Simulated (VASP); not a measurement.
Ti2SnTe2:

```
Ti Sn Te
1.0
     1.94000    1.12006    9.16667
    -1.94000    1.12006    9.16667
     0.00000   -2.24012    9.16667
Ti Sn Te
2 1 2
Direct
  0.39500 0.39500 0.39500
  0.60500 0.60500 0.60500
  0.00000 0.00000 0.00000
  0.78300 0.78300 0.78300
  0.21700 0.21700 0.21700
```

The cell was built by a generator and needn't be a form met in nature.

* Program: VASP 6.6.1
* Task: relaxation of cell and atoms
* Functional: PBE
* Potentials or basis: VASP PAW PBE potentials, release 64 (Ti_sv, Sn_d, Te)
* Cutoff: 520 eV
* k mesh: 4 × 4 × 4
* Occupations: gaussian, width 0.15 eV
* Spin: no spin polarisation

At the start: pressure 3.7 GPa; volume 23.90 Å³/atom.

Task: Where does the relaxation end?

Result: Over 12 steps the energy falls by 39.7 meV/atom and the volume is 25.82 Å³/atom (+8.0 %); space group R-3m (No. 166, to 0.05 Å).

Step by step:
```csv
step,energy change (eV),largest force (eV/Å),pressure (GPa),volume (Å³)
1,0.0000,0.8094,3.66,119.51
2,-0.0912,0.5498,-2.38,129.19
3,-0.1137,0.2979,-0.53,126.17
4,-0.1446,0.2738,-0.41,125.72
5,-0.1734,0.2418,0.24,124.73
6,-0.1746,0.2368,0.42,124.51
7,-0.1861,0.1760,0.08,125.99
8,-0.1915,0.1070,-0.46,127.93
9,-0.1931,0.1769,0.53,127.10
10,-0.1948,0.1490,0.31,127.44
11,-0.1977,0.0887,0.23,128.18
12,-0.1987,0.0396,0.21,129.08
```

Final structure:
```
CELL_PARAMETERS angstrom
1.91761 1.10713 10.13342
-1.91761 1.10713 10.13342
0.00000 -2.21427 10.13342
ATOMIC_POSITIONS crystal
Ti 0.39079 0.39079 0.39079
Ti 0.60921 0.60921 0.60921
Sn 0.00000 0.00000 0.00000
Te 0.77830 0.77830 0.77830
Te 0.22170 0.22170 0.22170
```

Caveat: the k mesh is coarse (spacing up to 0.47 Å⁻¹), so the values aren't converged; the relaxation stopped at a loose force limit of 0.08 eV/Å, so its end isn't a converged minimum.
